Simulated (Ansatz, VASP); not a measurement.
**SiO2 (Quartz): VASP beside Ansatz**

One calculation is typed for both programs; each brings its own data sets. How far apart do they land? The cell is taken from a series of runs on this material, whose earlier steps may have relaxed, scaled, displaced or heated it; both programs get it as it stands.

Main program and level: Ansatz 0.2.0; plane waves, with VASP 6.6.1 beside it; single point at PBE0.

## Step 1: Starting point

Symmetry: P3_121, No. 152, trigonal system. The conventional cell has a = 4.916 Å, b = 4.916 Å, c = 5.409 Å, α = 90.00°, β = 90.00°, γ = 120.00°. Nearest to Si lie 4 O at 1.61 Å. Nearest to O lie 2 Si at 1.61 Å. Farther neighbours and most contacts between anions are not listed.

## Step 2: VASP: single point, PBE0

A single point gives forces, pressure and levels at one fixed geometry, so differences don't come from the geometry; what else differs is listed under the comparison.

Lines of VASP's logs that name or quote its potential files are left out, and so is its time.

The run reads the wave functions of an earlier VASP run, which isn't shown here.

Input file INCAR:

```
SYSTEM = SiO2
PREC = Accurate
ENCUT = 520
EDIFF = 1E-06
NELM = 100
ISMEAR = 0
SIGMA = 0.01
LREAL = .FALSE.
ALGO = Normal
LHFCALC = .TRUE.
AEXX = 0.25
GGA = PE
LASPH = .TRUE.
NBANDS = 33
PRECFOCK = Fast
LORBIT = 11
LWAVE = .FALSE.
LCHARG = .FALSE.
KPAR = 16
ISIF = 2
```

Input file POSCAR:

```
SiO2
1.0
    4.9158000000      0.0000000000      0.0000000000
   -2.4579000000      4.2572076799      0.0000000000
    0.0000000000      0.0000000000      5.4091000000
Si O
3 6
Direct
    0.5303000000      0.0000000000      0.3333333333
    0.0000000000      0.5303000000      0.6666666667
    0.4697000000      0.4697000000      0.0000000000
    0.1462000000      0.4142000000      0.8810000000
    0.5858000000      0.7320000000      0.2143333333
    0.2680000000      0.8538000000      0.5476666667
    0.4142000000      0.1462000000      0.1190000000
    0.7320000000      0.5858000000      0.7856666667
    0.8538000000      0.2680000000      0.4523333333
```

Input file KPOINTS:

```
Automatic mesh
0
Gamma
6 6 4
0 0 0
```

The projector-augmented-wave data sets are Si and O (PBE family, release 64).

Launch:

```bash
mpirun -np 16 vasp_std
```

Numbers of over 12 decimals in the logs are rounded to 6 here.

The program printed:

```text
[banner, memory and clock lines left out]
running   16 mpi-ranks, on    1 nodes
 distrk:  each k-point on    1 cores,   16 groups
 distr:  one band on    1 cores,    1 groups

 POSCAR found type information on POSCAR SiO
 POSCAR found :  2 types and       9 ions
|                                                                             |
|           W    W    AA    RRRRR   N    N  II  N    N   GGGG   !!!           |
|           W    W   A  A   R    R  NN   N  II  NN   N  G    G  !!!           |
|           W    W  A    A  R    R  N N  N  II  N N  N  G       !!!           |
|           W WW W  AAAAAA  RRRRR   N  N N  II  N  N N  G  GGG   !            |
|           WW  WW  A    A  R   R   N   NN  II  N   NN  G    G                |
|           W    W  A    A  R    R  N    N  II  N    N   GGGG   !!!           |
|                                                                             |
|     For optimal performance we recommend to set                             |
|       NCORE = 2 up to number-of-cores-per-socket                            |
|     NCORE specifies how many cores store one orbital (NPAR=cpu/NCORE).      |
|     This setting can greatly improve the performance of VASP for DFT.       |
|     The default, NCORE=1 might be grossly inefficient on modern             |
|     multi-core architectures or massively parallel machines. Do your        |
|     Unfortunately you need to use the default for GW and RPA                |
|     calculations (for HF NCORE is supported but not extensively tested      |
|     yet).                                                                   |
|                                                                             |

 LDA part: xc-table for (Slater+PW92), standard interpolation
 found WAVECAR, reading the header
 POSCAR, INCAR and KPOINTS ok, starting setup
 FFT: planning ... GRIDC
 FFT: planning ... GRID_SOFT
 FFT: planning ... GRID
 reading WAVECAR
 the WAVECAR file was read successfully
 initial charge from wavefunction
 entering main loop
       N       E                     dE             d eps       ncg     rms          rms(c)
DAV:   1    -0.922356637977E+02   -0.92236E+02   -0.12517E+00  1789   0.783E+00    0.568E+00
DAV:   2    -0.922503606161E+02   -0.14697E-01   -0.53747E-02  1981   0.131E+00    0.410E+00
DAV:   3    -0.922460108791E+02    0.43497E-02   -0.44537E-03  2000   0.359E-01    0.245E+00
DAV:   4    -0.922450615255E+02    0.94935E-03   -0.16337E-03  2007   0.200E-01    0.140E+00
DAV:   5    -0.922447917189E+02    0.26981E-03   -0.20053E-04  1991   0.882E-02    0.788E-01
DAV:   6    -0.922446964087E+02    0.95310E-04   -0.55953E-05  1983   0.576E-02    0.447E-01
DAV:   7    -0.922446697949E+02    0.26614E-04   -0.16867E-05  1999   0.333E-02    0.254E-01
DAV:   8    -0.922446622379E+02    0.75570E-05   -0.43304E-06  1967   0.165E-02    0.145E-01
DAV:   9    -0.922446603727E+02    0.18652E-05   -0.15643E-06  1414   0.938E-03    0.828E-02
DAV:  10    -0.922446601459E+02    0.22682E-06   -0.73493E-07  1293   0.655E-03
   1 F= -.92244660E+02 E0= -.92244660E+02  d E =-.861950E-12
```

From OUTCAR (step 2):

```text
ion  position               nearest neighbor table
   1  0.530  0.000  0.333-   5 1.61   9 1.61   7 1.61   6 1.61   3 3.06   3 3.06   2 3.06   2 3.06

  LATTYP: Found a hexagonal cell.
 ALAT       =     4.9158000000
 C/A-ratio  =     1.1003498922

 Subroutine GETGRP returns: Found  6 space group operations
 (whereof  2 operations were pure point group operations)

The static configuration has the point symmetry C_2 .
 The point group associated with its full space group is D_3 .

 Found     24 irreducible k-points:

   k-points           NKPTS =     24   k-points in BZ     NKDIM =    144   number of bands    NBANDS=     33

   dimension x,y,z NGX =    40 NGY =   40 NGZ =   40
   dimension x,y,z NGXF=    80 NGYF=   80 NGZF=   80

   ENCUT  =  520.0 eV  38.22 Ry    6.18 a.u.   9.14  9.14 10.06*2*pi/ulx,y,z

   NELECT =      48.0000    total number of electrons

 k-points in reciprocal lattice and weights: Automatic mesh
   0.00000000  0.00000000  0.00000000       0.007
   0.16666667  0.00000000  0.00000000       0.042
   0.33333333 -0.00000000  0.00000000       0.042
   0.50000000  0.00000000  0.00000000       0.021
   0.16666667  0.16666667  0.00000000       0.042
   0.33333333  0.16666667  0.00000000       0.083
   0.33333333  0.33333333  0.00000000       0.014
   0.00000000  0.00000000  0.25000000       0.014
   0.16666667  0.00000000  0.25000000       0.042
[...]
0.33333333  0.16666667  0.50000000       0.083
   0.33333333  0.33333333  0.50000000       0.014

  exchange ACFDT corr.  =         0.00000000  see jH, gK, PRB 81, 115126

 average (electrostatic) potential at core
       1 -82.4183       2 -82.4183       3 -82.4183       4 -65.7845       5 -65.7845
       6 -65.7845       7 -65.7845       8 -65.7845       9 -65.7845

 E-fermi :  -0.6195

 k-point     1 :       0.0000    0.0000    0.0000
  band No.  band energies     occupation
    ...
     20      -1.7266      2.00000
     21      -1.7266      2.00000
     22      -1.3940      2.00000
     23      -0.9943      2.00000
     24      -0.9943      2.00000
     25       7.9381      0.00000
     26      11.3771      0.00000
     27      11.3771      0.00000
     28      11.8889      0.00000
     29      11.8889      0.00000
    ...

 k-point     2 :       0.1667    0.0000    0.0000
  band No.  band energies     occupation
    ...
     20      -1.7889      2.00000
     21      -1.7242      2.00000
     22      -1.4975      2.00000
     23      -0.9423      2.00000
     24      -0.9016      2.00000
     25       8.3766      0.00000
     26      11.3753      0.00000
     27      11.4414      0.00000
     28      11.9223      0.00000
     29      12.0375      0.00000
    ...

 k-point     3 :       0.3333   -0.0000    0.0000
  band No.  band energies     occupation
    ...
     20      -1.8368      2.00000
     21      -1.7377      2.00000
     22      -1.5475      2.00000
     23      -0.9261      2.00000
     24      -0.7611      2.00000
     25       9.4296      0.00000
     26      11.4398      0.00000
     27      11.5611      0.00000
     28      12.0436      0.00000
     29      12.4093      0.00000
    ...

  Total        1.1350463      1.1350463      1.1394806      0.0000000      0.0000000      0.0000000
  in kB       16.0649772     16.0649772     16.1277385      0.0000000      0.0000000      0.0000000
  external PRESSURE =      16.0858977 kB  Pullay stress =       0.0000000 kB

  energy-cutoff  :      520.00
  volume of cell :      113.20
      direct lattice vectors                 reciprocal lattice vectors
     4.915800000  0.000000000  0.000000000     0.203425689  0.117447876  0.000000000
    -2.457900000  4.257207680  0.000000000     0.000000000  0.234895752  0.000000000
     0.000000000  0.000000000  5.409100000     0.000000000  0.000000000  0.184873639

 POSITION                                       TOTAL-FORCE (eV/Angst)
 -----------------------------------------------------------------------------------
      2.60685      0.00000      1.80303         0.003970      0.000000      0.000000
     -1.30342      2.25760      3.60607        -0.001985      0.003438      0.000000
      1.15448      1.99961      0.00000        -0.001985     -0.003438      0.000000
     -0.29937      1.76334      4.76542        -0.007508     -0.027610      0.000203
      1.08049      3.11628      1.15935         0.027665      0.007303      0.000203
     -0.78112      3.63480      2.96238        -0.020157      0.020307      0.000203
      1.67678      0.62240      0.64368        -0.020157     -0.020307     -0.000203
      2.15853      2.49387      4.24975        -0.007508      0.027610     -0.000203
      3.53839      1.14093      2.44672         0.027665     -0.007303     -0.000203
 -----------------------------------------------------------------------------------
    total drift:                               -0.000012     -0.000018      0.000001

  FREE ENERGIE OF THE ION-ELECTRON SYSTEM (eV)
  ---------------------------------------------------
  free  energy   TOTEN  =       -92.2446601459 eV

  energy  without entropy=      -92.2446601459  energy(sigma->0) =      -92.24466015

 total charge
# of ion       s       p       d       tot
------------------------------------------
    1        0.657   1.022   0.000   1.679
    2        0.657   1.022   0.000   1.679
    3        0.657   1.022   0.000   1.679
    4        1.557   3.736   0.000   5.293
    5        1.557   3.736   0.000   5.293
    6        1.557   3.736   0.000   5.293
    7        1.557   3.736   0.000   5.293
    8        1.557   3.736   0.000   5.293
    9        1.557   3.736   0.000   5.293
--------------------------------------------------
tot         11.311  25.485   0.000  36.796

[... 3 further parts left out ...]
```

The run ends at a pressure of 1.61 GPa, with forces up to 0.029 eV/Å.

(Continued in part 2 of 2.)

[Lines on the potential files, build, host, timing and source positions are cut from VASP's logs without a mark.]

[Logs are printed without paths, hosts, clocks, repeated set-up lines and the standing remarks that a program may print on its own settings, such as how far it seeks lower states.]

[Hosts, paths, dates, database ids (printed as entryN), source tags and the programs' standing remarks are cut or masked in the printed files.]
